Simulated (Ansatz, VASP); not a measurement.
**Cross-check of HfPbSO2 between VASP and Ansatz**

Aim: how closely do two programs agree when they are given the same cell, functional and k mesh? The cell is generated by rule, not measured, and may not be a known phase. The cell is taken from a series of runs on this material, whose earlier steps may have relaxed, scaled, displaced or heated it; both programs get it as it stands.

Calculated with Ansatz 0.2.0; plane waves, with VASP 6.6.1 beside it; relaxation of cell and atoms at PBEsol.

The structure was built from a prototype and need not be the compound's stable phase.

### 1. The structure

Symmetry: P4/mmm, No. 123, tetragonal system. Conventional cell: a = 4.096 Å, b = 4.096 Å, c = 5.112 Å, α = 90.00°, β = 90.00°, γ = 90.00°. Hf has 4 O at 2.05 Å and 2 S at 2.56 Å nearest. Nearest to Pb lie 4 S at 2.90 Å. S has 2 Hf at 2.56 Å and 4 Pb at 2.90 Å nearest. O has 2 Hf at 2.05 Å nearest. Farther neighbours and most contacts between anions are not listed.

As a file:

```
Hf Pb S O
1.0
     5.11218    0.00000    0.00000
     0.00000    4.09618    0.00000
     0.00000    0.00000    4.09618
Hf Pb S O
1 1 1 2
Cartesian
  2.5561 2.0481 2.0481
  0.0000 0.0000 0.0000
  0.0000 2.0481 2.0481
  2.5561 0.0000 2.0481
  2.5561 2.0481 0.0000
```

### 2. VASP: relaxation of cell and atoms, PBEsol

The relaxed volume is the usual yardstick between codes: in a stiff, nearly cubic crystal its relative difference is about their pressure difference at one cell divided by the bulk modulus.

Lines of VASP's logs that name or quote its potential files are left out, and so is its time.

INCAR reads:

```
SYSTEM = HfPbSO2
PREC = Accurate
ENCUT = 600
EDIFF = 1E-07
NELM = 120
ISMEAR = 0
SIGMA = 0.01
LREAL = .FALSE.
ALGO = Normal
GGA = PS
NBANDS = 27
LASPH = .TRUE.
LORBIT = 11
LWAVE = .FALSE.
LCHARG = .FALSE.
ISIF = 3
IBRION = 2
NSW = 80
EDIFFG = -0.005
GGA_COMPAT = .FALSE.
NELMIN = 4
EFERMI = MIDGAP
KPAR = 2
```

POSCAR reads:

```
HfPbSO2
1.0
    5.1121780000      0.0000000000      0.0000000000
    0.0000000000      4.0961770000      0.0000000000
    0.0000000000      0.0000000000      4.0961770000
Hf Pb S O
1 1 1 2
Direct
    0.5000000000      0.5000001221      0.5000001221
    0.0000000000      0.0000000000      0.0000000000
    0.0000000000      0.5000001221      0.5000001221
    0.5000000000      0.0000000000      0.5000001221
    0.5000000000      0.5000001221      0.0000000000
```

KPOINTS reads:

```
Automatic mesh
0
Gamma
10 12 12
0 0 0
```

Potentials, in the order of the species: Hf_pv, Pb_d, S and O (PBE family, release 64).

Run with:

```console
$ mpirun -np 2 vasp_std
```

Numbers of over 12 decimals in the logs are rounded to 6 here.

What it wrote:

```text
[banner, memory and clock lines left out]
running    2 mpi-ranks, on    1 nodes
 distrk:  each k-point on    1 cores,    2 groups
 distr:  one band on    1 cores,    1 groups

 POSCAR found type information on POSCAR HfPbS O
 POSCAR found :  4 types and       5 ions
|                                                                             |
|               ----> ADVICE to this user running VASP <----                  |
|                                                                             |
|     You enforced a specific xc type in the INCAR file but a different       |
|     [... a line on the potential file left out ...]
|     I HOPE YOU KNOW WHAT YOU ARE DOING!                                     |
|                                                                             |

 LDA part: xc-table for (Slater+PW92), standard interpolation
 POSCAR, INCAR and KPOINTS ok, starting setup
 FFT: planning ... GRIDC
 FFT: planning ... GRID_SOFT
 FFT: planning ... GRID
 WAVECAR not read
 entering main loop
       N       E                     dE             d eps       ncg     rms          rms(c)
DAV:   1     0.428510143314E+03    0.42851E+03   -0.23132E+04  9080   0.182E+03
DAV:   2     0.674127345777E+01   -0.42177E+03   -0.40656E+03  9947   0.464E+02
DAV:   3    -0.435807293839E+02   -0.50322E+02   -0.48689E+02 11378   0.152E+02
DAV:   4    -0.456823778180E+02   -0.21016E+01   -0.20918E+01 11421   0.313E+01
DAV:   5    -0.457468283760E+02   -0.64451E-01   -0.64414E-01 12363   0.560E+00    0.604E+01
DAV:   6    -0.398034937805E+02    0.59433E+01   -0.30134E+01  9962   0.329E+01    0.489E+01
DAV:   7    -0.395752552581E+02    0.22824E+00   -0.34358E+00 10371   0.115E+01    0.271E+01
DAV:   8    -0.395003918160E+02    0.74863E-01   -0.49515E-01 12335   0.681E+00    0.529E+00
DAV:   9    -0.394894211408E+02    0.10971E-01   -0.11902E-01 11205   0.244E+00    0.212E+00
DAV:  10    -0.394888760129E+02    0.54513E-03   -0.11637E-02 13284   0.878E-01    0.625E-01
DAV:  11    -0.394889547161E+02   -0.78703E-04   -0.12380E-03 12403   0.260E-01    0.530E-01
DAV:  12    -0.394889134262E+02    0.41290E-04   -0.45142E-04 12248   0.189E-01    0.157E-01
DAV:  13    -0.394889135291E+02   -0.10290E-06   -0.57955E-05 12651   0.564E-02    0.211E-02
DAV:  14    -0.394889132853E+02    0.24386E-06   -0.13357E-05 13394   0.251E-02    0.115E-02
DAV:  15    -0.394889133641E+02   -0.78811E-07   -0.64459E-07 10082   0.498E-03
   1 F= -.39488913E+02 E0= -.39488913E+02  d E =-.394889E+02
[...]
2 F= -.39487634E+02 E0= -.39487634E+02  d E =0.127942E-02
[...]
3 F= -.39490784E+02 E0= -.39490784E+02  d E =-.187067E-02
[...]
4 F= -.39490783E+02 E0= -.39490783E+02  d E =-.186983E-02
 curvature:  -0.22 expect dE=-0.163E-04 dE for cont linesearch -0.761E-06
 ZBRENT: accuracy reached
 trial: gam=-0.01152 g(F)=  0.354E-61 g(S)=  0.751E-04 ort = 0.173E-03 (trialstep = 0.885E+00)
 search vector abs. value=  0.722E-04
 bond charge predicted
       N       E                     dE             d eps       ncg     rms          rms(c)
DAV:   1    -0.394910351661E+02   -0.25196E-03   -0.90489E-03  9468   0.780E-01    0.129E-01
DAV:   2    -0.394908776392E+02    0.15753E-03   -0.45143E-04 10834   0.171E-01    0.626E-02
DAV:   3    -0.394908302645E+02    0.47375E-04   -0.64765E-05 12511   0.976E-02    0.227E-02
DAV:   4    -0.394908206171E+02    0.96474E-05   -0.21906E-05 13887   0.396E-02    0.869E-03
DAV:   5    -0.394908206162E+02    0.95542E-09   -0.16085E-06 11751   0.115E-02    0.521E-03
DAV:   6    -0.394908207221E+02   -0.10594E-06   -0.21194E-07  8283   0.496E-03    0.113E-03
DAV:   7    -0.394908207454E+02   -0.23327E-07   -0.63045E-08  5134   0.212E-03
   5 F= -.39490821E+02 E0= -.39490821E+02  d E =-.375476E-04
 trial-energy change:   -0.000038  1 .order   -0.000038   -0.000065   -0.000011
 step:   1.0642(harm=  1.0642)  dis= 0.00000  next Energy=   -39.490822 (dE=-0.389E-04)
 reached required accuracy - stopping structural energy minimisation
```

Parts of OUTCAR (step 2):

```text
ion  position               nearest neighbor table
   1  0.500  0.500  0.500-   4 2.05   5 2.05   5 2.05   4 2.05   3 2.56   3 2.56   2 3.86   2 3.86
                             2 3.86   2 3.86   2 3.86   2 3.86   2 3.86   2 3.86
   2  0.000  0.000  0.000-   3 2.90   3 2.90   3 2.90   3 2.90   1 3.86   1 3.86   1 3.86   1 3.86
                             1 3.86   1 3.86   1 3.86   1 3.86
   3  0.000  0.500  0.500-   1 2.56   1 2.56   2 2.90   2 2.90   2 2.90   2 2.90
   4  0.500  0.000  0.500-   1 2.05   1 2.05
   5  0.500  0.500  0.000-   1 2.05   1 2.05

  LATTYP: Found a simple tetragonal cell.
 ALAT       =     4.0961770000
 C/A-ratio  =     1.2480364008

 Subroutine GETGRP returns: Found 16 space group operations
 (whereof 16 operations were pure point group operations)

The static configuration has the point symmetry D_4h.

 Found    168 irreducible k-points:

   k-points           NKPTS =    168   k-points in BZ     NKDIM =    168   number of bands    NBANDS=     27

   dimension x,y,z NGX =    42 NGY =   36 NGZ =   36
   dimension x,y,z NGXF=    84 NGYF=   72 NGZF=   72

   ENCUT  =  600.0 eV  44.10 Ry    6.64 a.u.  10.21  8.18  8.18*2*pi/ulx,y,z

   NELECT =      42.0000    total number of electrons

 k-points in reciprocal lattice and weights: Automatic mesh
   0.00000000  0.00000000  0.00000000       0.001
   0.10000000  0.00000000  0.00000000       0.001
   0.20000000  0.00000000  0.00000000       0.001
   0.30000000  0.00000000  0.00000000       0.001
   0.40000000  0.00000000  0.00000000       0.001
   0.50000000  0.00000000  0.00000000       0.001
   0.00000000  0.08333333  0.00000000       0.003
   0.10000000  0.08333333  0.00000000       0.006
   0.20000000  0.08333333  0.00000000       0.006
[...]
0.40000000  0.50000000  0.50000000       0.001
   0.50000000  0.50000000  0.50000000       0.001

 average (electrostatic) potential at core
       1 -36.3489       2 -92.2112       3 -86.3108       4 -69.0312       5 -69.0312

 E-fermi :   5.3596

 k-point     1 :       0.0000    0.0000    0.0000
  band No.  band energies     occupation
    ...
     17       3.0923      2.00000
     18       3.1458      2.00000
     19       3.8510      2.00000
     20       3.8618      2.00000
     21       3.8618      2.00000
     22       7.0221      0.00000
     23       7.0221      0.00000
     24       8.2776      0.00000
     25       8.3264      0.00000
     26       8.7516      0.00000
    ...

 k-point     2 :       0.1000    0.0000    0.0000
  band No.  band energies     occupation
    ...
     17       3.0416      2.00000
     18       3.1355      2.00000
     19       3.6075      2.00000
     20       3.8635      2.00000
     21       3.8635      2.00000
     22       7.1720      0.00000
     23       7.1720      0.00000
     24       8.3301      0.00000
     25       8.5051      0.00000
     26       8.7642      0.00000
    ...

 k-point     3 :       0.2000    0.0000    0.0000
  band No.  band energies     occupation
    ...
     17       2.9199      2.00000
     18       3.1084      2.00000
     19       3.1882      2.00000
     20       3.8689      2.00000
     21       3.8689      2.00000
     22       7.5768      0.00000
     23       7.5768      0.00000
     24       7.9721      0.00000
     25       8.3399      0.00000
     26       9.9088      0.00000
    ...

  Total       -0.0196196     -0.0119497     -0.0119497      0.0000000      0.0000000     -0.0000000
  in kB       -0.3690109     -0.2247546     -0.2247546      0.0000000      0.0000000     -0.0000000
  external PRESSURE =      -0.2728401 kB  Pullay stress =       0.0000000 kB

  energy-cutoff  :      600.00
  volume of cell :       85.18
      direct lattice vectors                 reciprocal lattice vectors
     5.101722321  0.000000000 -0.000000000     0.196012236 -0.000000000 -0.000000000
     0.000000000  4.086220573 -0.000000000    -0.000000000  0.244724919  0.000000000
     0.000000000 -0.000000000  4.086220573     0.000000000  0.000000000  0.244724919

 POSITION                                       TOTAL-FORCE (eV/Angst)
 -----------------------------------------------------------------------------------
      2.55086      2.04311      2.04311         0.000000      0.000000      0.000000
      0.00000      4.08622      4.08622        -0.000000     -0.000000      0.000000
      0.00000      2.04311      2.04311        -0.000000      0.000000      0.000000
      2.55086      0.00000      2.04311        -0.000000      0.000000      0.000000
      2.55086      2.04311      4.08622         0.000000     -0.000000      0.000000
 -----------------------------------------------------------------------------------
    total drift:                                0.000000     -0.001000     -0.001000

  FREE ENERGIE OF THE ION-ELECTRON SYSTEM (eV)
  ---------------------------------------------------
  free  energy   TOTEN  =       -39.4908207454 eV

  energy  without entropy=      -39.4908207454  energy(sigma->0) =      -39.49082075

 reached required accuracy - stopping structural energy minimisation

 total charge
# of ion       s       p       d       tot
------------------------------------------
    1        0.333   6.696   1.534   8.564
    2        1.492   0.425   9.848  11.765
    3        1.331   2.447   0.000   3.778
    4        1.560   3.442   0.000   5.003
    5        1.560   3.442   0.000   5.003
--------------------------------------------------
tot          6.276  16.453  11.383  34.112

[... 3 further parts left out ...]
```

CONTCAR:

```
HfPbSO2
   1.00000000000000
     5.1017223207639795    0.0000000000000000   -0.0000000000000000
     0.0000000000000000    4.0862205730092693   -0.0000000000000000
     0.0000000000000000   -0.0000000000000000    4.0862205730092693
  Hf              Pb              S               O
     1     1     1     2
Direct
     0.5000000000000000    0.5000001220999977    0.5000001220999977
     0.0000000000000000    1.0000000000000000    1.0000000000000000
     0.0000000000000000    0.5000001220999977    0.5000001220999977
     0.5000000000000000    0.0000000000000000    0.5000001220999977
     0.5000000000000000    0.5000001220999977    1.0000000000000000
```

Harder data sets than Hf_pv exist (the GW ones), and pressures, volumes and forces can shift noticeably with them.

[end of part 1 of 2]

[Lines on the potential files, build, host, timing and source positions are cut from VASP's logs without a mark.]

[Logs are printed without paths, hosts, clocks, repeated set-up lines and the standing remarks that a program may print on its own settings, such as how far it seeks lower states.]

[Hosts, paths, dates, database ids (printed as entryN), source tags and the programs' standing remarks are cut or masked in the printed files.]
